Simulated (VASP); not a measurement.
The system is Sr.

```
CELL_PARAMETERS angstrom
0.00000 2.96082 2.96082
2.96082 0.00000 2.96082
2.96082 2.96082 0.00000
ATOMIC_POSITIONS crystal
Sr 0.00000 0.00000 0.00000
```

Base run:

| Quantity | Value |
| --- | --- |
| Program | VASP 6.6.1 |
| Functional | PBEsol |
| Potentials or basis | VASP PAW PBE potentials, release 64 (Sr_sv) |
| Cutoff | 700 eV |
| k mesh | 12 × 12 × 12 |
| Occupations | gaussian, width 0.1 eV |
| Spin | no spin polarisation |

Its results: band gap on the k mesh none (metal or under the smearing width); pressure 0.0 GPa.

The run is repeated on the same cell with these changes: functional from PBEsol to r2SCAN; cutoff from 700 eV to 520 eV. What comes out?

Band gap on the k mesh none (metal or under the smearing width); pressure 1.2 GPa.

Caveats: the PAW data sets were made with another functional, which shifts forces and pressure a little.

Not every run made on this cell is shown here.
